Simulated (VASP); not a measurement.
Method: PBEsol GGA, VASP's PBE PAW potentials (set 64) (plane waves; VASP).

Input for VASP

INCAR:
```
SYSTEM = Ba(100) slab
PREC = Normal; ENCUT = 400; LREAL = .FALSE.
LASPH = .TRUE.
EDIFF = 1E-5; NELM = 100; NELMIN = 4
ALGO = Normal; LMAXMIX = 4
ISMEAR = 1; SIGMA = 0.1
GGA = PS
IBRION = 2; NSW = 50; ISIF = 2
EDIFFG = -0.03
LWAVE = .TRUE.; LCHARG = .FALSE.
DIPOL = 0.5 0.5 0.5
LDIPOL = .TRUE.; IDIPOL = 3
```

POSCAR:
```
Ba(100) slab
1
    4.8959573358     0.0000000000    -0.0000000000
    0.0000000000     4.8959573358    -0.0000000000
    0.0000000000    -0.0000000000    24.4212692606
Ba
4
Direct
  0.5000000000   0.0000000000   0.3496410000
  0.0000000000   0.5000000000   0.4498800000
  0.5000000000   0.0000000000   0.5501200000
  0.0000000000   0.5000000000   0.6503590000
```

**KPOINTS**
```
Automatic mesh
0
Gamma
6 6 1
0 0 0
```

POTCAR, in this order: Ba_sv (PBE.64 set). Program: vasp_std.

The resulting files:

File OSZICAR:
```
       N       E                     dE             d eps       ncg     rms          rms(c)
DAV:   1     0.356861449379E+03    0.35686E+03   -0.13224E+04   560   0.986E+02
DAV:   2     0.389120642194E+02   -0.31795E+03   -0.31614E+03   744   0.238E+02
DAV:   3    -0.749628291641E+01   -0.46408E+02   -0.46147E+02   736   0.923E+01
DAV:   4    -0.893177906127E+01   -0.14355E+01   -0.14243E+01   648   0.168E+01
DAV:   5    -0.899211292640E+01   -0.60334E-01   -0.60207E-01   776   0.312E+00    0.403E+00
DAV:   6    -0.767069601724E+01    0.13214E+01   -0.91431E+00   640   0.727E+00    0.216E+00
DAV:   7    -0.752834519454E+01    0.14235E+00   -0.62016E-01   632   0.235E+00    0.108E+00
DAV:   8    -0.745042441023E+01    0.77921E-01   -0.32171E-01   656   0.145E+00    0.276E-01
DAV:   9    -0.744762604514E+01    0.27984E-02   -0.21458E-02   752   0.425E-01    0.170E-01
DAV:  10    -0.744952611273E+01   -0.19001E-02   -0.58506E-03   624   0.332E-01    0.704E-02
DAV:  11    -0.745088760342E+01   -0.13615E-02   -0.53324E-03   616   0.159E-01    0.576E-02
DAV:  12    -0.745351570646E+01   -0.26281E-02   -0.17602E-03   584   0.105E-01    0.298E-02
DAV:  13    -0.745459651994E+01   -0.10808E-02   -0.54227E-04   560   0.449E-02    0.178E-02
DAV:  14    -0.745515975674E+01   -0.56324E-03   -0.32402E-04   560   0.446E-02    0.869E-03
DAV:  15    -0.745529276299E+01   -0.13301E-03   -0.55874E-05   456   0.167E-02    0.525E-03
DAV:  16    -0.745529430713E+01   -0.15441E-05   -0.38063E-05   424   0.164E-02
   1 F= -.74552943E+01 E0= -.74544544E+01  d E =-.745529E+01
       N       E                     dE             d eps       ncg     rms          rms(c)
DAV:   1    -0.746043158892E+01   -0.51388E-02   -0.55762E-01   480   0.334E+00    0.113E-01
DAV:   2    -0.746137198286E+01   -0.94039E-03   -0.12603E-02   568   0.555E-01    0.380E-02
DAV:   3    -0.746142267842E+01   -0.50696E-04   -0.91579E-04   776   0.107E-01    0.139E-02
DAV:   4    -0.746143293896E+01   -0.10261E-04   -0.37064E-05   456   0.184E-02    0.785E-03
DAV:   5    -0.746144644281E+01   -0.13504E-04   -0.60449E-06   440   0.988E-03    0.265E-03
DAV:   6    -0.746145620857E+01   -0.97658E-05   -0.78792E-07   432   0.454E-03
   2 F= -.74614562E+01 E0= -.74605714E+01  d E =-.616190E-02
       N       E                     dE             d eps       ncg     rms          rms(c)
DAV:   1    -0.746633879958E+01   -0.48924E-02   -0.50252E+00   480   0.100E+01    0.338E-01
DAV:   2    -0.747497639857E+01   -0.86376E-02   -0.11502E-01   544   0.168E+00    0.114E-01
DAV:   3    -0.747538317489E+01   -0.40678E-03   -0.87661E-03   792   0.338E-01    0.446E-02
DAV:   4    -0.747538411385E+01   -0.93896E-06   -0.28499E-04   632   0.566E-02    0.232E-02
DAV:   5    -0.747539264872E+01   -0.85349E-05   -0.55497E-05   472   0.253E-02
   3 F= -.74753926E+01 E0= -.74744346E+01  d E =-.200983E-01
       N       E                     dE             d eps       ncg     rms          rms(c)
DAV:   1    -0.744361397994E+01    0.31770E-01   -0.20134E+01   480   0.201E+01    0.685E-01
DAV:   2    -0.748193292770E+01   -0.38319E-01   -0.49206E-01   544   0.346E+00    0.235E-01
DAV:   3    -0.748353924683E+01   -0.16063E-02   -0.37641E-02   800   0.717E-01    0.996E-02
DAV:   4    -0.748350633650E+01    0.32910E-04   -0.12212E-03   616   0.121E-01    0.515E-02
DAV:   5    -0.748352712447E+01   -0.20788E-04   -0.30256E-04   632   0.610E-02    0.139E-02
DAV:   6    -0.748353179659E+01   -0.46721E-05   -0.31935E-05   456   0.209E-02
   4 F= -.74835318E+01 E0= -.74825274E+01  d E =-.282375E-01
       N       E                     dE             d eps       ncg     rms          rms(c)
DAV:   1    -0.748246517632E+01    0.10619E-02   -0.90098E-01   480   0.423E+00    0.142E-01
DAV:   2    -0.748399733004E+01   -0.15322E-02   -0.20284E-02   544   0.702E-01    0.474E-02
DAV:   3    -0.748407409583E+01   -0.76766E-04   -0.15022E-03   792   0.136E-01    0.181E-02
DAV:   4    -0.748407355457E+01    0.54125E-06   -0.47965E-05   416   0.234E-02
   5 F= -.74840736E+01 E0= -.74830742E+01  d E =-.287792E-01
```

### OUTCAR
```
------------------------ aborting loop because EDIFF is reached ----------------------------------------
  FORCE on cell =-STRESS in cart. coord.  units (eV):
  Direction    XX          YY          ZZ          XY          YZ          ZX
  --------------------------------------------------------------------------------------
  Total       -1.2259255     -1.2259255     -0.1737669      0.0000000      0.0000000      0.0000000
  in kB       -3.3552987     -3.3552987     -0.4755914      0.0000000      0.0000000      0.0000000
  external PRESSURE =      -2.3953963 kB  Pullay stress =       0.0000000 kB
  volume of cell :      585.39
      direct lattice vectors                 reciprocal lattice vectors
     4.895957336  0.000000000  0.000000000     0.204250146  0.000000000  0.000000000
     0.000000000  4.895957336  0.000000000     0.000000000  0.204250146  0.000000000
     0.000000000  0.000000000 24.421269261     0.000000000  0.000000000  0.040947913
 POSITION                                       TOTAL-FORCE (eV/Angst)
 -----------------------------------------------------------------------------------
      2.44798      0.00000      8.50065         0.000000      0.000000      0.021782
      0.00000      2.44798     11.08854         0.000000     -0.000000      0.009026
      2.44798      0.00000     13.33273        -0.000000      0.000000     -0.009026
      0.00000      2.44798     15.92062         0.000000     -0.000000     -0.021782
 -----------------------------------------------------------------------------------
    total drift:                                0.000000     -0.000000     -0.000000
  FREE ENERGIE OF THE ION-ELECTRON SYSTEM (eV)
  ---------------------------------------------------
  free  energy   TOTEN  =        -7.4840735546 eV

  energy  without entropy=       -7.4810754189  energy(sigma->0) =       -7.48307418

 reached required accuracy - stopping structural energy minimisation
```
(Selected blocks of OUTCAR.)

### CONTCAR
```
Ba(100) slab
   1.00000000000000
     4.8959573358000004    0.0000000000000000    0.0000000000000000
     0.0000000000000000    4.8959573358000004    0.0000000000000000
     0.0000000000000000    0.0000000000000000   24.4212692605999990
  Ba
     4
Direct
     0.5000000000000000    0.0000000000000000    0.3480839181012422
     0.0000000000000000    0.5000000000000000    0.4540525135232198
     0.5000000000000000    0.0000000000000000    0.5459474864767803
     0.0000000000000000    0.5000000000000000    0.6519160818987578
```

The cell is a thin slab with vacuum, built from Ba (bcc): (100) face.
